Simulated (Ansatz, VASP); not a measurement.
## Two plane-wave programs on Li4C

Contents of INCAR:

```
ALGO     = Normal         # electronic algorithm
EDIFF    = 1E-6           # SCF threshold, eV
ENCUT    = 520            # plane-wave cutoff, eV
GGA      = PE             # functional
ISIF     = 2              # what is computed and relaxed
ISMEAR   = 0              # smearing method
LASPH    = T              # aspherical terms in the spheres
LCHARG   = T              # write CHGCAR
LELF     = T              # ELF
LREAL    = F              # projectors in reciprocal space
LVHAR    = T            
LWAVE    = F              # write WAVECAR
NBANDS   = 27             # bands
NELM     = 80             # most SCF steps
PREC     = Accurate       # precision mode
SIGMA    = 0.1            # smearing width, eV
```

Contents of KPOINTS:

```
k-points
0
Gamma
  4 4 4
```

Contents of POSCAR:

```
Li4C
1.0
    3.8153056700      0.0000000000      0.0000000000
    0.0000000000      3.8153056700      0.0000000000
    0.0000000000      0.0000000000      7.4357163700
Li C
8 2
Direct
    0.5000000000      0.0000000000      0.9444504100
    0.0000000000      0.5000000000      0.4401134200
    0.5000000000      0.0000000000      0.5598865800
    0.0000000000      0.5000000000      0.0555495900
    0.5000000000      0.5000000000      0.7175807700
    0.0000000000      0.0000000000      0.2474814700
    0.0000000000      0.0000000000      0.7525185300
    0.5000000000      0.5000000000      0.2824192300
    0.5000000000      0.0000000000      0.7915907000
    0.0000000000      0.5000000000      0.2084093000
```

Input for Ansatz:

```yaml
crystal:
  lattice:
    - [3.81530567, 0.0, 0.0]
    - [0.0, 3.81530567, 0.0]
    - [0.0, 0.0, 7.43571637]
  atoms:
    - { symbol: Li, position: [0.5, 0.0, 0.94445041] }
    - { symbol: Li, position: [0.0, 0.5, 0.44011342] }
    - { symbol: Li, position: [0.5, 0.0, 0.55988658] }
    - { symbol: Li, position: [0.0, 0.5, 0.05554959] }
    - { symbol: Li, position: [0.5, 0.5, 0.71758077] }
    - { symbol: Li, position: [0.0, 0.0, 0.24748147] }
    - { symbol: Li, position: [0.0, 0.0, 0.75251853] }
    - { symbol: Li, position: [0.5, 0.5, 0.28241923] }
    - { symbol: C, position: [0.5, 0.0, 0.7915907] }
    - { symbol: C, position: [0.0, 0.5, 0.2084093] }
basis:
  ecutwfc: 420
kpoints:
  mp_grid: { grid: [4, 4, 4] }
hamiltonian:
  xc: pbe
scf:
  occupations: { method: gaussian, width: 0.1 }
  lower_state_search: "off"
output:
  forces: true
  stress: true
  eigenvalues: true
```

Alike in both runs: task single point; functional PBE; k mesh 4 × 4 × 4; occupations gaussian, width 0.1 eV; no spin polarisation.

```csv
,VASP,Ansatz
version,VASP 6.6.1,Ansatz 0.2.0
potentials or method,"VASP PAW PBE potentials, release 64 (Li_sv, C)","scalar-relativistic, plane waves, PAW"
plane-wave cutoff (eV),520,420
valence electrons in the cell,32,32
```

```csv
,VASP,Ansatz,Ansatz less VASP
gap on the k mesh at the Fermi level (eV),none,none,-
rms of the force components (eV/Å),7.913,8.304,+0.3907
```

Atom by atom the forces differ by 0.397 eV/Å (rms over components). A gap of «none» marks a metal or a gap that the smearing closes.

Caveats: the k mesh is coarse (spacing up to 0.41 Å⁻¹), so the values aren't converged; forces of over 1 eV/Å show positions far from the minimum, so gaps and moduli don't describe the material at rest.
